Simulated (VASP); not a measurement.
ZnCd7O8:

```
Zn Cd O
1.0
    -4.65678    4.65678    0.00000
    -4.65678    0.00000    4.65678
     0.00000    4.65678    4.65678
Zn Cd O
1 7 8
Direct
  0.00000 0.00000 0.00000
  0.50000 0.00000 0.00000
  0.00000 0.50000 0.00000
  0.00000 0.00000 0.50000
  0.50000 0.50000 0.00000
  0.50000 0.00000 0.50000
  0.00000 0.50000 0.50000
  0.50000 0.50000 0.50000
  0.75000 0.75000 0.75000
  0.24010 0.75990 0.75990
  0.75990 0.24010 0.75990
  0.75990 0.75990 0.24010
  0.24010 0.24010 0.75990
  0.24010 0.75990 0.24010
  0.75990 0.24010 0.24010
  0.25000 0.25000 0.25000
```

The cell was built by a generator and needn't be a form met in nature.

Program: VASP 6.6.1. Alike in all runs: task band structure; potentials or basis VASP PAW PBE potentials, release 64 (Zn, Cd, O); cell as given; cutoff (eV) 520; smearing gaussian 0.03 eV. Hardware: 4 MPI ranks on Intel(R) Xeon(R) 6975P-C (Granite Rapids), on a shared host.

Order these runs on this cell by their wall time, lowest first.
A. level PBEsol; spin off; k mesh 6 × 6 × 6
B. level TB-mBJ; spin SOC, no magnetisation; k mesh 4 × 4 × 4
C. level TB-mBJ; spin off; k mesh 6 × 6 × 6

A (80 s), C (490 s), B (1400 s).
